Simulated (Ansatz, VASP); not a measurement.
# Ti in two plane-wave programs

One calculation is typed for both programs; each brings its own data sets. How far apart do they land? Of the first pair: The cell is taken from a series of runs on this material, whose earlier steps may have relaxed, scaled, displaced or heated it; both programs get it as it stands.

Main program and level: Ansatz 0.2.0; plane waves, with VASP 6.6.1 beside it; relaxation of cell and atoms at LDA.

## (1) Set-up

It takes space group P6_3/mmc (No. 194, hexagonal). The conventional cell has a = 2.863 Å, b = 2.863 Å, c = 4.534 Å, α = 90.00°, β = 90.00°, γ = 120.00°. Nearest to Ti lie 12 Ti at 2.81 to 2.86 Å.

## (2) Ansatz: relaxation of cell and atoms, LDA, pair 1

Ansatz runs on its PAW soft_1 files.

The relaxed volume is the usual yardstick between codes: in a stiff, nearly cubic crystal its relative difference is about their pressure difference at one cell divided by the bulk modulus.

File input.yaml:

```yaml
crystal:
  lattice:
    - [2.8633808776, 0.0, 0.0]
    - [-1.4316904388, 2.4797605807, 0.0]
    - [0.0, 0.0, 4.5338358476]
  atoms:
    - { symbol: Ti, position: [0.6666666667, 0.3333333333, 0.75] }
    - { symbol: Ti, position: [0.3333333333, 0.6666666667, 0.25] }
kpoints:
  mp_grid: { grid: [18, 18, 10] }
hamiltonian:
  xc: lda
  pseudopotentials: { kind: paw, azcp: { folder: soft_1 }, xc_functional: pbe }
scf:
  occupations: { method: methfessel_paxton, width: 0.2 }
output:
  forces: true
  stress: true
  eigenvalues: true
relax:
  adjacent_minimum: "off"
  f_tol: 0.001
  max_steps: 60
  cell: { stress_tol: 0.01 }
```

Launch:

```bash
$ ansatz run input.yaml --threads 8 --pin off --max-ram 16384MiB --backend cpu --events-out ev --progress --plain --runs-dir out
```

Numbers of over 12 decimals in the logs are rounded to 6 here.

The log of the run:

```text
Engine: ansatz 0.2.0, x86_64-unknown-linux-gnu
Pseudopotentials: kind: paw
Pseudopotential: Ti, paw, valence charge 12, recommended cutoff 420 eV (normal), soft_1/Ti.paw.azcp
Functional definition: SPW92
  exchange = slater_x
  correlation = pw_c
Crystal: 2 atoms, lattice volume = 32.192 Å³
Basis set: ecut = 420 eV, 615 PW (Γ)
Bands: 16, of which v1, the nominal top of the filled ones, is band 12 counted from 1 (11 counted from 0)
Symmetry: 24 space group operations
Space group: P63/mmc (ITA 194), of the structure as read, at distance tolerance 3.2e-5 Å
k-points: 222 of 3240
Non-local potential: Ti, projectors of the file, l = 0: 3, l = 1: 2, l = 2: 3, l = 3: 1
PAW form: soft (Blöchl's): semilocal exchange-correlation on the pseudo side does not see the compensation charge
PAW frozen core: Ti, regenerated for the run's functional, and the local potential with it (the file was generated under x = pbe(κ = 0.804, μ = 0.219515), c = pbe(β = 0.066725))
PAW one-centre angular grid: Ti, 590 points (default); XC on 64 Gauss nodes
Initial density: superposition of atomic densities (chi_scale 0.1, normalization cell)
Initial wavefunctions: pseudopotential atomic-orbital guess
Functional: x = slater, c = lda
SCF iter   1: F=—  HF=-4901.027011 eV  |F-HF|=—  |Δ(HF+E_count)|=         —  Δρ=6.12e-2  dr2=1.19e0  ethr=3.10e-3  ⟨swp⟩=3.0  Hψ=13142  notcnv=0
preconditioner: auto → none  [metal: Δε(μ)=0.011 eV  Ē_g=3.278 eV  σ=0.200 eV  W_gap=0.05  n_scr=8 (ndim 8)  ℏωp=18.5 eV  f_vac=0.000  D(μ)=1.58/eV (n_scr^D=22)  sad-step TF]
SCF iter   2: F=—  HF=-4900.717248 eV  |F-HF|=—  |Δ(HF+E_count)|=   3.10e-1  S|Δr|=    0.00e0  Δρ=3.04e-2  dr2=3.12e-1  ethr=3.10e-3  ⟨swp⟩=2.5  Hψ=7070  notcnv=0
SCF iter   3: F=—  HF=-4900.615118 eV  |F-HF|=—  |Δ(HF+E_count)|=   1.02e-1  S|Δr|=    0.00e0  Δρ=1.65e-3  dr2=4.51e-4  ethr=1.30e-3  ⟨swp⟩=2.4  Hψ=5846  notcnv=0
SCF iter   4: F=—  HF=-4900.615674 eV  |F-HF|=—  |Δ(HF+E_count)|=   5.56e-4  S|Δr|=    0.00e0  Δρ=2.15e-4  dr2=1.07e-5  ethr=1.88e-6  ⟨swp⟩=2.4  Hψ=6320  notcnv=0
SCF iter   5: F=—  HF=-4900.615687 eV  |F-HF|=—  |Δ(HF+E_count)|=   1.26e-5  S|Δr|=    0.00e0  Δρ=4.22e-5  dr2=3.82e-7  ethr=4.47e-8  ⟨swp⟩=2.0  Hψ=4397  notcnv=0
SCF iter   6: F=-4900.615686 eV  HF=-4900.615686 eV  |F-HF|=1.77e-9  |Δ(HF+E_count)|=   1.25e-7  S|Δr|=    0.00e0  Δρ=4.01e-6  dr2=2.59e-9  ethr=4.17e-10  ⟨swp⟩=5.1  Hψ=14669  notcnv=0
SCF 1 converged in 6 iterations: F = -4900.615686 eV  dr2 = 2.59e-9
  greatest PAW one-centre occupation: 0.998 electrons in one spin orbital (limit 2), on the Ti atom at site 1 (counted from 0), in its partial waves of l = 0
relax step   1: F+E_penalty+E_count = -4900.61568638 eV  Δ(F+E_penalty+E_count) = +0.000e0 eV  max|allowed force component| = 5.551e-17 eV/Å  Δτ_max = 0.0000 Å  P = +0.025 GPa  Ω = 32.192 Å³  (6 SCF iters, dr2 threshold 1.00e-7 eV, accepted)
[...]
relax step   2: F+E_penalty+E_count = -4900.61568484 eV  Δ(F+E_penalty+E_count) = +1.540e-6 eV  max|allowed force component| = 2.961e-16 eV/Å  Δτ_max = 0.0000 Å  P = -0.018 GPa  Ω = 32.203 Å³  energy of the carried Pulay correction = -1.760e-6 eV  (3 SCF iters, dr2 threshold 1.93e-9 eV, accepted)
[...]
relax step   3: F+E_penalty+E_count = -4900.61568586 eV  Δ(F+E_penalty+E_count) = -1.021e-6 eV  max|allowed force component| = 2.868e-16 eV/Å  Δτ_max = 0.0000 Å  P = +0.000 GPa  Ω = 32.199 Å³  energy of the carried Pulay correction = -1.006e-6 eV  (2 SCF iters, dr2 threshold 9.12e-10 eV, accepted)
[...]
relax step   4: F+E_penalty+E_count = -4900.61568707 eV  Δ(F+E_penalty+E_count) = -1.213e-6 eV  max|allowed force component| = 2.961e-16 eV/Å  Δτ_max = 0.0000 Å  P = +0.000 GPa  Ω = 32.199 Å³  stress off target by 1.04e-3 GPa  SCF on the basis re-selected at this cell (its energy is not comparable with the rows above)  (3 SCF iters)
basis re-selected at this cell: Δ(F+E_penalty+E_count) = -1.213e-6 eV, ΔP = -0.000 GPa vs the last step (what re-selecting the basis moved, of the pressure what is left beyond the Pulay correction that the steps carried, after the strain that the cell walked since its last selection, with what the two solves' SCF thresholds leave and, on support functions, any second-order correction that the steps lacked; it is no m [...]
SCF converged after 3 iterations
Stability not checked: this state was not tested for a lower state beside it, because cold or Methfessel-Paxton smearing, or corrected tetrahedra, fill the levels in a way that the test cannot read (fill_not_monotonic; see scf.lower_state_search)
Free energy (F): -4900.615687 eV
Harris-Foulkes:  -4900.615687 eV  (|F-HF|=9.09e-13)
Internal energy: -4900.619511 eV  (E = F + TS)
E sigma→0 (E₀):  -4900.616643 eV
Entropy (-TS):   0.003824 eV (1.912 meV/atom)
Fermi energy:    14.206227 eV
Step filling:    the computed levels leave a gap of 0.0020 eV = 0.0 smearing widths at the electron count; against every level under it full and every level over it empty, smearing changes F+E_penalty+E_count by +1.928 meV and its σ→0 estimate by +0.972 meV
--- Per-component energies (eV) ---
  E_band       = -288.061535
  E_kinetic    = 565.769247
  E_local      = -1670.723875  (includes V_loc(G=0)·N_el)
  E_nonlocal   = 130.204178
  E_hartree    = 664.567782
  E_xc         = -231.243941
  E_vxc        = -291.372206  (∫ρ·V_xc dr)
  E_paw        = -1988.441399  (= ΣΔE_a)
  E_vpaw       = -351.074279  (= ΣTr[D̂ρ^β])
  E_aug_tail   = -0.000152  (compensation charges beyond the density's cutoff)
  E_ewald      = -2371.403252
  E_core_change = 0.651901  (= ΣΔE_core)
  E_smearing   = 0.003824  (= −TS)
  E_closure    = -0.000000  (closes the sum)
  Σ components = -4900.615687   (vs F -4900.615687, Δ=0.00e0)
--- Forces (eV/Å), atoms counted from 1 ---
  atom   1  Ti    -0.00000000     0.00000000     0.00000000
  atom   2  Ti     0.00000000    -0.00000000     0.00000000
  max |Σ_I F_I| component: 3.70e-17 eV/Å
--- Stress (GPa, compression-positive) ---
       -0.000468      -0.000000       0.000000
        0.000000      -0.000468       0.000000
        0.000000       0.000000       0.001044
  P = ⅓ Tr σ = 0.0000 GPa (0.000 kbar)
--- Band table (eV; the first three rows and the last of 222) ---
  k-point 0: bands = [... 8 lower, 7.9335, 11.3317, 14.9801, 14.9801, 15.1240, 15.2884, 15.5396, 15.5396]
  k-point 1: bands = [... 8 lower, 8.0244, 11.3061, 14.9316, 14.9316, 15.0724, 15.1139, 15.4867, 15.4867]
  k-point 2: bands = [... 8 lower, 8.2911, 11.1988, 14.7201, 14.8451, 14.8451, 14.9265, 15.3495, 15.3495]
  k-point 221: bands = [... 8 lower, 12.8601, 12.8601, 12.9949, 12.9949, 14.0458, 14.0458, 15.9770, 15.9770]
--- Relaxed structure (3 steps of the walk, 3 accepted, 1 SCFs on fresh bases) ---
  F+E_penalty+E_count = -4900.61568707 eV   max|allowed force component| = 2.961e-16 eV/Å   (the final SCF, on the basis selected at the relaxed cell)
  cell:  # Å, volume = 32.1987 Å³
    - [2.863545, 0.0, 0.0]
    - [-1.431772, 2.479902, 0.0]
    - [0.0, 0.0, 4.534189]
  atoms:
    - { symbol: Ti, position: [0.666667, 0.333333, 0.75] }
    - { symbol: Ti, position: [0.333333, 0.666667, 0.25] }
```

## (3) VASP: relaxation of cell and atoms, LDA, pair 1

The same cell, functional (in two slightly different forms), mesh and smearing now go to VASP, with its own data sets.

Lines of VASP's logs that name or quote its potential files are left out, and so is its time.

File INCAR:

```
SYSTEM = Ti
PREC = Accurate
ENCUT = 500
EDIFF = 1E-07
NELM = 120
ISMEAR = 1
SIGMA = 0.2
LREAL = .FALSE.
ALGO = Normal
GGA = PW92
NBANDS = 18
LASPH = .TRUE.
LORBIT = 11
LWAVE = .FALSE.
LCHARG = .FALSE.
ISIF = 3
IBRION = 2
NSW = 80
EDIFFG = -0.005
GGA_COMPAT = .FALSE.
NELMIN = 4
KPAR = 2
```

File POSCAR:

```
Ti
1.0
    2.8633810000      0.0000000000      0.0000000000
   -1.4316900000      2.4797610000      0.0000000000
    0.0000000000      0.0000000000      4.5338360000
Ti
2
Direct
    0.6666665502      0.3333334497      0.7500000000
    0.3333332168      0.6666667831      0.2500000000
```

File KPOINTS:

```
Automatic mesh
0
Gamma
18 18 10
0 0 0
```

PAW data sets: Ti_sv (LDA family, release 64).

Launch:

```bash
$ mpirun -np 2 vasp_std
```

The log of the run:

```text
[banner, memory and clock lines left out]
running    2 mpi-ranks, on    1 nodes
 distrk:  each k-point on    1 cores,    2 groups
 distr:  one band on    1 cores,    1 groups

 POSCAR found type information on POSCAR Ti
 POSCAR found :  1 types and       2 ions
|                                                                             |
|               ----> ADVICE to this user running VASP <----                  |
|                                                                             |
|     You enforced a specific xc type in the INCAR file but a different       |
|     [... a line on the potential file left out ...]
|     I HOPE YOU KNOW WHAT YOU ARE DOING!                                     |
|                                                                             |

 LDA part: xc-table for (Slater(with rela. corr.)+PW92), standard interpolation
 POSCAR, INCAR and KPOINTS ok, starting setup
 FFT: planning ... GRIDC
 FFT: planning ... GRID_SOFT
 FFT: planning ... GRID
 WAVECAR not read
 entering main loop
       N       E                     dE             d eps       ncg     rms          rms(c)
DAV:   1     0.252971967390E+03    0.25297E+03   -0.12998E+04  8000   0.164E+03
DAV:   2     0.103554940978E+02   -0.24262E+03   -0.23947E+03  8148   0.451E+02
DAV:   3    -0.178356909815E+02   -0.28191E+02   -0.27871E+02 14958   0.126E+02
DAV:   4    -0.189279584234E+02   -0.10923E+01   -0.10905E+01  9168   0.260E+01
DAV:   5    -0.189785301192E+02   -0.50572E-01   -0.50562E-01 12306   0.402E+00    0.125E+01
DAV:   6    -0.170772663221E+02    0.19013E+01   -0.68473E+00  9422   0.274E+01    0.331E+00
DAV:   7    -0.170562752079E+02    0.20991E-01   -0.74526E-01 12116   0.637E+00    0.204E+00
DAV:   8    -0.170839438469E+02   -0.27669E-01   -0.23171E-01  9128   0.601E+00    0.764E-01
DAV:   9    -0.170747879402E+02    0.91559E-02   -0.49175E-02  9162   0.254E+00    0.846E-02
DAV:  10    -0.170752900224E+02   -0.50208E-03   -0.33156E-03 11602   0.375E-01    0.913E-02
DAV:  11    -0.170752990863E+02   -0.90639E-05   -0.18839E-04 10478   0.121E-01    0.421E-02
DAV:  12    -0.170752877880E+02    0.11298E-04   -0.46899E-05  9414   0.672E-02    0.322E-03
DAV:  13    -0.170752874647E+02    0.32323E-06   -0.22563E-06 11482   0.113E-02    0.310E-03
DAV:  14    -0.170752877696E+02   -0.30491E-06   -0.65024E-07  8300   0.751E-03    0.137E-03
DAV:  15    -0.170752877432E+02    0.26474E-07   -0.61817E-08  5184   0.194E-03
   1 F= -.17075288E+02 E0= -.17076518E+02  d E =-.170753E+02
 curvature:   0.00 expect dE= 0.000E+00 dE for cont linesearch  0.000E+00
 trial: gam= 0.00000 g(F)=  0.379E-40 g(S)=  0.297E-03 ort = 0.000E+00 (trialstep = 0.100E+01)
 search vector abs. value=  0.297E-03
 bond charge predicted
       N       E                     dE             d eps       ncg     rms          rms(c)
DAV:   1    -0.170823625835E+02   -0.70748E-02   -0.17605E-01 10366   0.521E+00    0.722E-01
DAV:   2    -0.170753858060E+02    0.69768E-02   -0.34260E-02 11488   0.198E+00    0.213E-01
DAV:   3    -0.170749855709E+02    0.40024E-03   -0.47986E-03 11220   0.440E-01    0.689E-02
DAV:   4    -0.170751382898E+02   -0.15272E-03   -0.94410E-04 10150   0.200E-01    0.259E-02
DAV:   5    -0.170752587396E+02   -0.12045E-03   -0.25807E-04 10620   0.101E-01    0.386E-02
DAV:   6    -0.170753009210E+02   -0.42181E-04   -0.97197E-05 11600   0.715E-02    0.102E-02
DAV:   7    -0.170753064178E+02   -0.54968E-05   -0.12862E-05 11280   0.224E-02    0.436E-03
DAV:   8    -0.170753079128E+02   -0.14950E-05   -0.31397E-06 10510   0.958E-03    0.104E-03
DAV:   9    -0.170753079845E+02   -0.71719E-07   -0.19259E-07  5906   0.354E-03
   2 F= -.17075308E+02 E0= -.17076507E+02  d E =-.202413E-04
 trial-energy change:   -0.000020  1 .order   -0.000023   -0.000297    0.000251
 step:   0.5345(harm=  0.5421)  dis= 0.00000  next Energy=   -17.075367 (dE=-0.789E-04)
 bond charge predicted
       N       E                     dE             d eps       ncg     rms          rms(c)
DAV:   1    -0.170768996755E+02   -0.15918E-02   -0.38222E-02 10356   0.244E+00    0.336E-01
DAV:   2    -0.170753831311E+02    0.15165E-02   -0.75288E-03 11524   0.927E-01    0.991E-02
DAV:   3    -0.170752964589E+02    0.86672E-04   -0.10290E-03 11158   0.204E-01    0.316E-02
DAV:   4    -0.170753296662E+02   -0.33207E-04   -0.20139E-04 10200   0.916E-02    0.123E-02
DAV:   5    -0.170753566843E+02   -0.27018E-04   -0.58782E-05 10556   0.474E-02    0.181E-02
DAV:   6    -0.170753652536E+02   -0.85692E-05   -0.19894E-05 11562   0.334E-02    0.482E-03
DAV:   7    -0.170753664239E+02   -0.11704E-05   -0.28359E-06 10812   0.106E-02    0.199E-03
DAV:   8    -0.170753667754E+02   -0.35144E-06   -0.65318E-07  9770   0.438E-03    0.529E-04
DAV:   9    -0.170753667709E+02    0.44738E-08   -0.36312E-08  4132   0.168E-03
   3 F= -.17075367E+02 E0= -.17076581E+02  d E =-.790277E-04
 curvature:  -0.27 expect dE=-0.181E-06 dE for cont linesearch -0.174E-07
 trial: gam=-0.01245 g(F)=  0.410E-40 g(S)=  0.669E-06 ort = 0.436E-05 (trialstep = 0.907E+00)
 search vector abs. value=  0.606E-06
 reached required accuracy - stopping structural energy minimisation
```

From OUTCAR (step 3):

```text
ion  position               nearest neighbor table
   1  0.667  0.333  0.750-   2 2.81   2 2.81   2 2.81   2 2.81   2 2.81   2 2.81
   2  0.333  0.667  0.250-   1 2.81   1 2.81   1 2.81   1 2.81   1 2.81   1 2.81

  LATTYP: Found a hexagonal cell.
 ALAT       =     2.8633810000
 C/A-ratio  =     1.5833855152

 Subroutine GETGRP returns: Found 24 space group operations
 (whereof 12 operations were pure point group operations)

The static configuration has the point symmetry D_3d.
 The point group associated with its full space group is D_6h.

 Found    222 irreducible k-points:

   k-points           NKPTS =    222   k-points in BZ     NKDIM =    222   number of bands    NBANDS=     18

   dimension x,y,z NGX =    24 NGY =   24 NGZ =   36
   dimension x,y,z NGXF=    48 NGYF=   48 NGZF=   72

   ENCUT  =  500.0 eV  36.75 Ry    6.06 a.u.   5.22  5.22  8.27*2*pi/ulx,y,z

   NELECT =      24.0000    total number of electrons

 k-points in reciprocal lattice and weights: Automatic mesh
   0.00000000  0.00000000  0.00000000       0.000
   0.05555556  0.00000000  0.00000000       0.002
   0.11111111  0.00000000  0.00000000       0.002
   0.16666667  0.00000000  0.00000000       0.002
   0.22222222  0.00000000  0.00000000       0.002
   0.27777778  0.00000000  0.00000000       0.002
   0.33333333  0.00000000  0.00000000       0.002
   0.38888889  0.00000000  0.00000000       0.002
   0.44444444  0.00000000  0.00000000       0.002
[...]
0.33333333  0.27777778  0.50000000       0.004
   0.33333333  0.33333333  0.50000000       0.001

 average (electrostatic) potential at core
       1 -71.5514       2 -71.5514

 E-fermi :   8.9601

 k-point     1 :       0.0000    0.0000    0.0000
  band No.  band energies     occupation
    ...
      6     -23.2429      2.00000
      7     -23.2086      2.00000
      8     -23.2086      2.00000
      9       2.6587      2.00000
     10       6.0738      2.00000
     11       9.7301     -0.00000
     12       9.7301     -0.00000
     13       9.8714     -0.00000
     14      10.0762     -0.00000
     15      10.2891     -0.00000
    ...

 k-point     2 :       0.0556    0.0000    0.0000
  band No.  band energies     occupation
    ...
      6     -23.2467      2.00000
      7     -23.2283      2.00000
      8     -23.2110      2.00000
      9       2.7529      2.00000
     10       6.1493      2.00000
     11       9.5241     -0.00049
     12       9.7986     -0.00000
     13       9.8476     -0.00000
     14      10.0382     -0.00000
     15      10.2398     -0.00000
    ...

 k-point     3 :       0.1111    0.0000    0.0000
  band No.  band energies     occupation
    ...
      6     -23.2841      2.00000
      7     -23.2580      2.00000
      8     -23.2180      2.00000
      9       3.0294      2.00000
     10       6.3618      2.00000
     11       9.2106     -0.07068
     12       9.3372     -0.02274
     13      10.0003     -0.00000
     14      10.0787     -0.00000
     15      10.2855     -0.00000
    ...

  Total       -0.0028974     -0.0028974      0.0033064     -0.0000000     -0.0000000      0.0000000
  in kB       -0.1445590     -0.1445590      0.1649634     -0.0000000     -0.0000000      0.0000000
  external PRESSURE =      -0.0413849 kB  Pullay stress =       0.0000000 kB

  energy-cutoff  :      500.00
  volume of cell :       32.11
      direct lattice vectors                 reciprocal lattice vectors
     2.860954324 -0.000000000 -0.000000000     0.349533717  0.201803290  0.000000000
    -1.430476663  2.477659436 -0.000000000     0.000000000  0.403606721  0.000000000
     0.000000000 -0.000000000  4.530300206     0.000000000  0.000000000  0.220735924

 POSITION                                       TOTAL-FORCE (eV/Angst)
 -----------------------------------------------------------------------------------
      1.43048      0.82589      3.39773         0.000000     -0.000000      0.000000
     -0.00000      1.65177      1.13258        -0.000000      0.000000      0.000000
 -----------------------------------------------------------------------------------
    total drift:                                0.001598     -0.000922     -0.000085

  FREE ENERGIE OF THE ION-ELECTRON SYSTEM (eV)
  ---------------------------------------------------
  free  energy   TOTEN  =       -17.0753667709 eV

  energy  without entropy=      -17.0790080445  energy(sigma->0) =      -17.07658053

 reached required accuracy - stopping structural energy minimisation

 total charge
# of ion       s       p       d       tot
------------------------------------------
    1        2.270   6.133   1.973  10.375
    2        2.270   6.133   1.973  10.375
--------------------------------------------------
tot          4.539  12.265   3.946  20.750

[... 3 further parts left out ...]
```

The run keeps the 24 symmetry operations of its start, so it cannot find a distortion of lower symmetry.

## (4) Comparison

Known differences besides the potentials themselves: the cutoff is 420 eV in Ansatz and 500 eV in VASP; VASP's log shows a relativistic correction to its local exchange, Ansatz's none; Ansatz adds a Pulay correction to the stress that steers its cell, VASP none. Total energies have different zeros and are not compared.

The two programs side by side:

| quantity | Ansatz | VASP | difference |
| --- | --- | --- | --- |
| volume (Å³) | 32.20 | 32.11 | +0.27 % |
| edge a after relaxation, in the typed setting (Å) | 2.864 | 2.861 | +0.09 % |
| edge c after relaxation, in the typed setting (Å) | 4.534 | 4.530 | +0.09 % |

(Part 1 of 2 ends here.)

[Lines on the potential files, build, host, timing and source positions are cut from VASP's logs without a mark.]

[Logs are printed without paths, hosts, clocks, repeated set-up lines and the standing remarks that a program may print on its own settings, such as how far it seeks lower states.]

[Hosts, paths, dates, database ids (printed as entryN), source tags and the programs' standing remarks are cut or masked in the printed files.]
